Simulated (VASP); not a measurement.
An input for Quantum ESPRESSO's pw.x (written as the equivalent of a VASP run, and not itself run):

```
&CONTROL
  calculation = 'scf'
  pseudo_dir = './pseudo'
  outdir = './out'
  tprnfor = .true.
  tstress = .true.
/
&SYSTEM
  ibrav = 0
  nat = 7
  ntyp = 3
  ecutwfc = 102
  occupations = 'smearing'
  smearing = 'gaussian'
  degauss = 0.000735
  input_dft = 'pbesol'
/
&ELECTRONS
  conv_thr = 7.3e-08
  electron_maxstep = 100
/
ATOMIC_SPECIES
  Cd 112.414 Cd.upf
  Ga 69.723 Ga.upf
  Se 78.971 Se.upf
CELL_PARAMETERS angstrom
    -2.8564530    2.8564530    5.3393580
     2.8564530   -2.8564530    5.3393580
     2.8564530    2.8564530   -5.3393580
ATOMIC_POSITIONS crystal
  Cd   0.0055430  0.0015230  0.0001770
  Ga   0.2618070  0.7548490  0.5109070
  Ga   0.4955260  0.5024400  0.0039710
  Se   0.8695400  0.4021150  0.9987520
  Se   0.5888060  0.5818080  0.4483360
  Se   0.4086720  0.8758860  0.0107910
  Se   0.1201050  0.1313790  0.5270660
K_POINTS automatic
  3 3 3 0 0 0
```

Task: Write the VASP files for the same calculation (PBEsol).

Result: One answer among several that fit: 
**INCAR**
```
ALGO = Normal
EDIFF = 1E-6
ENCUT = 300
GGA = PS
ISIF = 2
ISMEAR = 0
LASPH = T
LCHARG = F
LMAXMIX = 4
LREAL = F
LWAVE = F
NELM = 100
PREC = Accurate
SIGMA = 0.01
SYSTEM = Cd(GaSe2)2
```

KPOINTS:
```
Automatic mesh
0
gamma
 3 3 3
0 0 0
```

### POSCAR
```
Cd(GaSe2)2
1
   -2.8564530000     2.8564530000     5.3393580000
    2.8564530000    -2.8564530000     5.3393580000
    2.8564530000     2.8564530000    -5.3393580000
Cd Ga Se
1 2 4
Direct
  0.0055430000   0.0015230000   0.0001770000
  0.2618070000   0.7548490000   0.5109070000
  0.4955260000   0.5024400000   0.0039710000
  0.8695400000   0.4021150000   0.9987520000
  0.5888060000   0.5818080000   0.4483360000
  0.4086720000   0.8758860000   0.0107910000
  0.1201050000   0.1313790000   0.5270660000
```

POTCAR, in this order: Cd Ga_d Se (PBE.64 set). Program: vasp_std.

The two are equivalent in intent, not identical: the potentials are each code's own (VASP's PAW set, PseudoDojo norm-conserving files in pw.x), so ENCUT and ecutwfc are chosen apart and not converted; conv_thr bounds pw.x's estimated SCF error, while EDIFF bounds the energy change between steps.

The structure comes from a computed database's CdGa2Se4 entry (I-4); how it stands against other phases isn't given here. The cell was not relaxed at this level, atoms are displaced from their ideal sites. The k-mesh is coarse (spacing up to 0.52 per Å, 2π included), so the numbers may not be converged in it.
